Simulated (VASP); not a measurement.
Computed with LDA (Ceperley-Alder, Perdew-Zunger), VASP's LDA PAW potentials (set 64) (plane waves; VASP).

VASP input:

File KPOINTS:
```
Automatic mesh
0
Gamma
13 13 9
0 0 0
```

### INCAR
```
SYSTEM = TiAl
PREC = Accurate; ENCUT = 500; LREAL = F
LASPH = T
EDIFF = 1E-6; NELM = 100; ALGO = Normal
LMAXMIX = 4
ISMEAR = 1; SIGMA = 0.1
IBRION = 2; NSW = 40; ISIF = 3
EDIFFG = -0.02; PSTRESS = 50
LWAVE = F; LCHARG = F
```

POSCAR:
```
TiAl
1.0
  2.7366896414   0.0000000000   0.0000000000
  0.0000000000   2.7366896414   0.0000000000
  0.0000000000   0.0000000000   3.9435013766
Ti Al
1 1
Direct
  0.0000000000   0.0000000000   0.0000000000
  0.5000000000   0.5000000000   0.5000000000
```

POTCAR, in this order: Ti_sv Al (LDA.64 set). Program: vasp_std.

What VASP printed:

OUTCAR:
```
 ion  position               nearest neighbor table
   1  0.000  0.000  0.000-   2 2.76   2 2.76   2 2.76   2 2.76   2 2.76   2 2.76   2 2.76   2 2.76
  LATTYP: Found a simple tetragonal cell.
 ALAT       =     2.7366896414
 C/A-ratio  =     1.4409750075
 Subroutine PRICEL returns:
 Original cell was already a primitive cell.
 Subroutine GETGRP returns: Found 16 space group operations
The static configuration has the point symmetry D_4h.
The dynamic configuration has the point symmetry D_4h.
 Subroutine INISYM returns: Found 16 space group operations
 Subroutine IBZKPT returns following result:
 Found    140 irreducible k-points:

 Following reciprocal coordinates:
            Coordinates               Weight
  0.000000  0.000000  0.000000      1.000000
  0.076923  0.000000  0.000000      4.000000
  0.153846  0.000000  0.000000      4.000000
  0.230769  0.000000  0.000000      4.000000
  0.307692  0.000000  0.000000      4.000000
  0.384615  0.000000  0.000000      4.000000
  0.461538  0.000000  0.000000      4.000000
  0.076923  0.076923  0.000000      4.000000
  0.153846  0.076923  0.000000      8.000000
  0.230769  0.076923  0.000000      8.000000
  0.307692  0.076923  0.000000      8.000000
  0.384615  0.076923  0.000000      8.000000
  0.461538  0.076923  0.000000      8.000000
  0.153846  0.153846  0.000000      4.000000
  0.230769  0.153846  0.000000      8.000000
  0.307692  0.153846  0.000000      8.000000
  0.384615  0.153846  0.000000      8.000000
  0.461538  0.153846  0.000000      8.000000
  0.230769  0.230769  0.000000      4.000000
  0.307692  0.230769  0.000000      8.000000
  0.384615  0.230769  0.000000      8.000000
  0.461538  0.230769  0.000000      8.000000
  0.307692  0.307692  0.000000      4.000000
  0.384615  0.307692  0.000000      8.000000
...
```

File OSZICAR:
```
       N       E                     dE             d eps       ncg     rms          rms(c)
DAV:   1     0.881198878639E+02    0.88120E+02   -0.73724E+03  3083   0.136E+03
DAV:   2    -0.915870456949E+01   -0.97279E+02   -0.94273E+02  3110   0.331E+02
DAV:   3    -0.148314699316E+02   -0.56728E+01   -0.54434E+01  4781   0.779E+01
DAV:   4    -0.150296560516E+02   -0.19819E+00   -0.19454E+00  3876   0.125E+01
DAV:   5    -0.150384621290E+02   -0.88061E-02   -0.87910E-02  4415   0.231E+00    0.104E+01
DAV:   6    -0.137172646931E+02    0.13212E+01   -0.10866E+01  3791   0.373E+01    0.337E+00
DAV:   7    -0.135830042878E+02    0.13426E+00   -0.96395E-01  3519   0.110E+01    0.215E+00
DAV:   8    -0.135673835789E+02    0.15621E-01   -0.12932E-01  3456   0.383E+00    0.475E-01
DAV:   9    -0.135666027399E+02    0.78084E-03   -0.24623E-02  3824   0.214E+00    0.248E-01
DAV:  10    -0.135666735029E+02   -0.70763E-04   -0.18398E-03  3794   0.462E-01    0.602E-02
DAV:  11    -0.135666700758E+02    0.34271E-05   -0.38989E-04  3923   0.233E-01    0.423E-02
DAV:  12    -0.135666708788E+02   -0.80303E-06   -0.29530E-05  3443   0.648E-02    0.126E-02
DAV:  13    -0.135666698535E+02    0.10254E-05   -0.10605E-06  2346   0.135E-02    0.602E-03
DAV:  14    -0.135666697474E+02    0.10606E-06   -0.61518E-07  1722   0.107E-02
   1 F= -.12644964E+02 E0= -.12644602E+02  d E =-.126450E+02
```

OUTCAR:
```
------------------------ aborting loop because EDIFF is reached ----------------------------------------
  FORCE on cell =-STRESS in cart. coord.  units (eV):
  Direction    XX          YY          ZZ          XY          YZ          ZX
  --------------------------------------------------------------------------------------
  Total        0.9029314      0.9029314      0.9414890      0.0000000     -0.0000000      0.0000000
  in kB       48.9815201     48.9815201     51.0731629      0.0000000     -0.0000000      0.0000000
  external PRESSURE =      -0.3212656 kB  Pullay stress =      50.0000000 kB
  volume of cell :       29.53
      direct lattice vectors                 reciprocal lattice vectors
     2.736689641  0.000000000  0.000000000     0.365404971  0.000000000  0.000000000
     0.000000000  2.736689641  0.000000000     0.000000000  0.365404971  0.000000000
     0.000000000  0.000000000  3.943501377     0.000000000  0.000000000  0.253581755
 POSITION                                       TOTAL-FORCE (eV/Angst)
 -----------------------------------------------------------------------------------
      0.00000      0.00000      0.00000         0.000000      0.000000      0.000000
      1.36834      1.36834      1.97175         0.000000      0.000000      0.000000
 -----------------------------------------------------------------------------------
    total drift:                               -0.000000      0.000000     -0.000000
  FREE ENERGIE OF THE ION-ELECTRON SYSTEM (eV)
  ---------------------------------------------------
  free  energy   TOTEN  =       -13.5666697474 eV

  energy  without entropy=      -13.5655859250  energy(sigma->0) =      -13.56630847
  enthalpy is  TOTEN    =       -12.6449635335 eV   P V=        0.9217062139

 reached required accuracy - stopping structural energy minimisation
```
(Selected blocks of OUTCAR.)

The compound is TiAl in the L1_0 structure. It was relaxed first under an external pressure of 5 GPa. The electron count is odd and the run is not spin-polarised, which forces a metal.
